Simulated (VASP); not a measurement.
Input for VASP

### INCAR
```
# general
SYSTEM =Ni3Al
PREC   =Accurate
ENCUT  =480
LREAL  =F
LASPH  =T

# electronic loop
EDIFF  =1E-7
NELM   =100
ALGO   =Normal
LMAXMIX=4
LMIXTAU=T

# smearing
ISMEAR =1
SIGMA  =0.1

# functional
METAGGA=R2SCAN

# spin
ISPIN  =2
MAGMOM =-0.0 0.3 0.3 0.3

# ions
IBRION =2
NSW    =40
ISIF   =3
EDIFFG =-0.01
PSTRESS=20

# output
LWAVE  =F
LCHARG =F
LORBIT =10
```

File POSCAR:
```
Ni3Al
1.0
  3.5234301114   0.0000000000   0.0000000000
  0.0000000000   3.5234301114   0.0000000000
  0.0000000000   0.0000000000   3.5234301114
Al Ni
1 3
Cart
  0.0000000000   0.0000000000   0.0000000000
  0.0000000000   1.7617150557   1.7617150557
  1.7617150557   0.0000000000   1.7617150557
  1.7617150557   1.7617150557   0.0000000000
```

File KPOINTS:
```
Automatic mesh
0
Gamma
8 8 8
0 0 0
```

POTCAR, in this order: Al Ni (PBE.64 set). Program: vasp_std.

### Question
Translate this r2SCAN calculation to Ansatz.

### Answer
One equivalent input (not run):
Ansatz 0.2 input:
```yaml
crystal:
  lattice:
    - [3.5234301, 0.0000000, 0.0000000]
    - [0.0000000, 3.5234301, 0.0000000]
    - [0.0000000, 0.0000000, 3.5234301]
  atoms:
    - { symbol: Al, position: [0.0000000, 0.0000000, 0.0000000] }
    - { symbol: Ni, position: [0.0000000, 0.5000000, 0.5000000], spin: 0.3 }
    - { symbol: Ni, position: [0.5000000, 0.0000000, 0.5000000], spin: 0.3 }
    - { symbol: Ni, position: [0.5000000, 0.5000000, 0.0000000], spin: 0.3 }
kpoints:
  mp_grid: { grid: [8, 8, 8] }
hamiltonian:
  xc: r2scan
  pseudopotentials: { kind: paw }
magnetization: { spin_polarized: true }
scf:
  occupations: { method: methfessel_paxton, width: 0.1 }
  max_iter: 100
relax:
  max_steps: 40
  f_tol: 0.01
  cell: { p_target: 2 }
output: { forces: true, stress: true, eigenvalues: true }
```
The two are equivalent in intent, not identical: each code has its own PAW files, so the cut-off isn't converted (ENCUT is set for VASP's; basis.ecutwfc is left out, and Ansatz then takes the one that its files recommend); Ansatz stops its SCF on the density residual and VASP on the energy change (EDIFF).

The compound is Ni3Al in the L1_2 structure. This run relaxes it under an external pressure of 2 GPa. Symmetry was kept, so distortions that lower it aren't found.
